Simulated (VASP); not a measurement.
Consider the following.

```
CELL_PARAMETERS angstrom
     -2.05604     2.05604     4.81330
      2.05604    -2.05604     4.81330
      2.05604     2.05604    -4.81330
ATOMIC_POSITIONS crystal
  Ca 0.00000 0.00000 0.00000
  P  0.61281 0.61281 0.00000
  P  0.38719 0.38719 0.00000
  Pd 0.75000 0.25000 0.50000
  Pd 0.25000 0.75000 0.50000
```

Level of theory: PBEsol GGA, VASP's PBE PAW potentials (set 64) (plane waves; VASP). Settings: 400 eV cut-off, 12×12×12 Γ-centred mesh, tetrahedra with Blöchl corrections, potentials Ca_sv P Pd.

The cores are frozen, which limits the accuracy of field gradients.

Problem. Give the principal components of the electric field gradient (V/Å²) and the asymmetry η at each nucleus.

Solution. 
```csv
atom,Vxx,Vyy,Vzz,η
Ca1,4.0,4.0,-8.0,0.00
P2,-18.7,-18.7,37.5,0.00
P3,-18.7,-18.7,37.5,0.00
Pd4,-9.2,-9.2,18.3,0.00
Pd5,-9.2,-9.2,18.3,0.00
```

The structure comes from a computed database's CaPd2P2 entry (I4/mmm); how it stands against other phases isn't given here. It was relaxed first.
